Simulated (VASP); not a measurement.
Level of theory: vdW-DF2, VASP's PBE PAW potentials (set 64) (plane waves; VASP).

The input files of a VASP run:

### INCAR
```
# general
SYSTEM    =  HfN
PREC      =  Accurate
ENCUT     =  520
LREAL     =  .False.
LASPH     =  .True.

# electronic loop
EDIFF     =  1E-6
NELM      =  100
ALGO      =  Normal
LMAXMIX   =  6

# smearing
ISMEAR    =  1
SIGMA     =  0.1

# functional
GGA       =  ML
LUSE_VDW  =  .True.
AGGAC     =  0.0
ZAB_VDW   =  -1.8867

# ions
IBRION    =  2
NSW       =  60
ISIF      =  3
EDIFFG    =  -0.01

# output
LWAVE     =  .False.
LCHARG    =  .False.
```

**POSCAR**
```
HfN
1.0
  0.0000000000   2.2600000000   2.2600000000
  2.2600000000   0.0000000000   2.2600000000
  2.2600000000   2.2600000000   0.0000000000
Hf N
1 1
direct
  0.0000000000   0.0000000000   0.0000000000
  0.5000000000   0.5000000000   0.5000000000
```

KPOINTS:
```
Automatic mesh
0
Gamma
 13 13 13
```

POTCAR, in this order: Hf_pv N (PBE.64 set). Program: vasp_std.

The resulting files:

OSZICAR:
```
       N       E                     dE             d eps       ncg     rms          rms(c)
DAV:   1     0.421130808638E+02    0.42113E+02   -0.83210E+03  1848   0.128E+03
DAV:   2    -0.185729412339E+02   -0.60686E+02   -0.57245E+02  2495   0.252E+02
DAV:   3    -0.206878627749E+02   -0.21149E+01   -0.21041E+01  2385   0.415E+01
DAV:   4    -0.207053731879E+02   -0.17510E-01   -0.17365E-01  2178   0.385E+00
DAV:   5    -0.207056788270E+02   -0.30564E-03   -0.30532E-03  2416   0.367E-01    0.452E+01
DAV:   6    -0.166004294399E+02    0.41052E+01   -0.23288E+01  2145   0.343E+01    0.403E+01
DAV:   7    -0.165548855061E+02    0.45544E-01   -0.10133E+00  2111   0.903E+00    0.289E+01
DAV:   8    -0.165633013323E+02   -0.84158E-02   -0.31877E-01  2183   0.486E+00    0.114E+01
DAV:   9    -0.165334502999E+02    0.29851E-01   -0.15813E-01  2210   0.266E+00    0.115E+00
DAV:  10    -0.165335395734E+02   -0.89274E-04   -0.31713E-03  2084   0.549E-01    0.618E-01
DAV:  11    -0.165335672139E+02   -0.27640E-04   -0.69671E-04  2179   0.230E-01    0.600E-02
DAV:  12    -0.165335670763E+02    0.13756E-06   -0.24486E-05  2201   0.538E-02    0.836E-02
DAV:  13    -0.165335670998E+02   -0.23433E-07   -0.10725E-05  2410   0.284E-02    0.246E-03
DAV:  14    -0.165335673808E+02   -0.28102E-06   -0.52485E-07  1152   0.818E-03
   1 F= -.16533567E+02 E0= -.16533437E+02  d E =-.165336E+02
       N       E                     dE             d eps       ncg     rms          rms(c)
DAV:   1    -0.182407016900E+02   -0.17071E+01   -0.50543E+01  1854   0.697E+01    0.188E+01
DAV:   2    -0.168112435872E+02    0.14295E+01   -0.32109E+00  1878   0.158E+01    0.836E+00
DAV:   3    -0.164180937081E+02    0.39315E+00   -0.88992E-01  2111   0.810E+00    0.651E+00
DAV:   4    -0.163799472675E+02    0.38146E-01   -0.16417E-01  2267   0.347E+00    0.329E+00
DAV:   5    -0.163787393065E+02    0.12080E-02   -0.13393E-02  2317   0.941E-01    0.256E-01
DAV:   6    -0.163785527116E+02    0.18659E-03   -0.10225E-03  2150   0.298E-01    0.902E-02
DAV:   7    -0.163785549702E+02   -0.22586E-05   -0.69919E-05  2540   0.721E-02    0.805E-02
DAV:   8    -0.163785543138E+02    0.65638E-06   -0.88058E-06  2333   0.200E-02
   2 F= -.16378554E+02 E0= -.16378554E+02  d E =0.155013E+00
       N       E                     dE             d eps       ncg     rms          rms(c)
DAV:   1    -0.173999110666E+02   -0.10214E+01   -0.20849E+01  1848   0.454E+01    0.120E+01
DAV:   2    -0.167912240289E+02    0.60869E+00   -0.11506E+00  1923   0.957E+00    0.467E+00
DAV:   3    -0.166330276428E+02    0.15820E+00   -0.31410E-01  2037   0.529E+00    0.360E+00
DAV:   4    -0.166204405511E+02    0.12587E-01   -0.36027E-02  2278   0.181E+00    0.215E+00
DAV:   5    -0.166198381534E+02    0.60240E-03   -0.23644E-03  2250   0.368E-01    0.148E-01
DAV:   6    -0.166198395299E+02   -0.13765E-05   -0.11360E-04  2311   0.898E-02    0.528E-02
DAV:   7    -0.166198313899E+02    0.81400E-05   -0.51574E-06  2196   0.240E-02    0.300E-02
DAV:   8    -0.166198300907E+02    0.12993E-05   -0.54857E-07  1200   0.775E-03    0.306E-03
DAV:   9    -0.166198303813E+02   -0.29061E-06   -0.51438E-08  1071   0.238E-03
   3 F= -.16619830E+02 E0= -.16619754E+02  d E =-.862630E-01
       N       E                     dE             d eps       ncg     rms          rms(c)
DAV:   1    -0.166202225813E+02   -0.39249E-03   -0.75948E-03  1872   0.872E-01    0.249E-01
DAV:   2    -0.166200050335E+02    0.21755E-03   -0.41353E-04  1944   0.185E-01    0.104E-01
DAV:   3    -0.166199455690E+02    0.59464E-04   -0.12173E-04  2088   0.103E-01    0.757E-02
DAV:   4    -0.166199420027E+02    0.35663E-05   -0.13392E-05  2275   0.346E-02    0.433E-02
DAV:   5    -0.166199425172E+02   -0.51449E-06   -0.81044E-07  1212   0.769E-03
   4 F= -.16619943E+02 E0= -.16619865E+02  d E =-.863751E-01
```

File OUTCAR:
```
------------------------ aborting loop because EDIFF is reached ----------------------------------------
  FORCE on cell =-STRESS in cart. coord.  units (eV):
  Direction    XX          YY          ZZ          XY          YZ          ZX
  --------------------------------------------------------------------------------------
  Total       -0.0090206     -0.0090206     -0.0090206      0.0000000      0.0000000     -0.0000000
  in kB       -0.5854989     -0.5854989     -0.5854989      0.0000000      0.0000000     -0.0000000
  external PRESSURE =      -0.5854989 kB  Pullay stress =       0.0000000 kB
  volume of cell :       24.68
      direct lattice vectors                 reciprocal lattice vectors
     0.000000000  2.310984290  2.310984290    -0.216358026  0.216358026  0.216358026
     2.310984290  0.000000000  2.310984290     0.216358026 -0.216358026  0.216358026
     2.310984290  2.310984290  0.000000000     0.216358026  0.216358026 -0.216358026
 POSITION                                       TOTAL-FORCE (eV/Angst)
 -----------------------------------------------------------------------------------
      0.00000      0.00000      0.00000        -0.000000      0.000000      0.000000
      2.31098      2.31098      2.31098         0.000000     -0.000000      0.000000
 -----------------------------------------------------------------------------------
    total drift:                                0.000000     -0.000000     -0.000000
  FREE ENERGIE OF THE ION-ELECTRON SYSTEM (eV)
  ---------------------------------------------------
  free  energy   TOTEN  =       -16.6199425172 eV

  energy  without entropy=      -16.6197089255  energy(sigma->0) =      -16.61986465

 reached required accuracy - stopping structural energy minimisation
```
(Selected blocks of OUTCAR.)

File CONTCAR:
```
HfN
   1.00000000000000
     0.0000000000000000    2.3109842903918767    2.3109842903918767
     2.3109842903918767    0.0000000000000000    2.3109842903918767
     2.3109842903918767    2.3109842903918767    0.0000000000000000
  Hf              N
     1     1
Direct
     0.0000000000000000    0.0000000000000000    0.0000000000000000
     0.5000000000000000    0.5000000000000000    0.5000000000000000
```

Energy and stress use the plane-wave basis of the starting cell.

The compound is HfN in the rock salt structure. This run relaxes it. Symmetry was kept, so distortions that lower it aren't found. The electron count is odd and the run is not spin-polarised, which forces a metal.
